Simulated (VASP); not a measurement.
Here is a VASP 6.6.1 calculation.

File INCAR:

```
SYSTEM = CsC2
  ALGO = Normal
  EDIFF = 1E-7
  ENCUT = 520
  GGA = PE
  ISIF = 2
  ISMEAR = -1
  LASPH = .True.
  LCHARG = .True.
  LELF = .True.
  LREAL = .False.
  LVHAR = .True.
  LWAVE = .False.
  NBANDS = 16
  NELM = 100
  PREC = Accurate
  SIGMA = 0.05
```

The input KPOINTS:

```
k-points
0
Gamma
  7 7 7
  0 0 0
```

POSCAR

```
CsC2
1.0
    0.0000000000      3.2656700000      3.2656700000
    3.2656700000      0.0000000000      3.2656700000
    3.2656700000      3.2656700000      0.0000000000
Cs C
1 2
Direct
    0.0000000000      0.0000000000      0.0000000000
    0.7500000000      0.7500000000      0.7500000000
    0.2500000000      0.2500000000      0.2500000000
```

Potentials or basis: VASP PAW PBE potentials, release 64 (Cs_sv, C).

Run with:

```console
$ cat potpaw_PBE.64/Cs_sv/POTCAR potpaw_PBE.64/C/POTCAR > POTCAR
$ mpirun -np 1 vasp_std > vasp.out
```

Q: Estimate the band gap on the k mesh.

A: None (metal or under the smearing width).

Q: Estimate the pressure.

A: 0.2 GPa.

The run has no spin-orbit coupling, so splittings on Cs are missing.
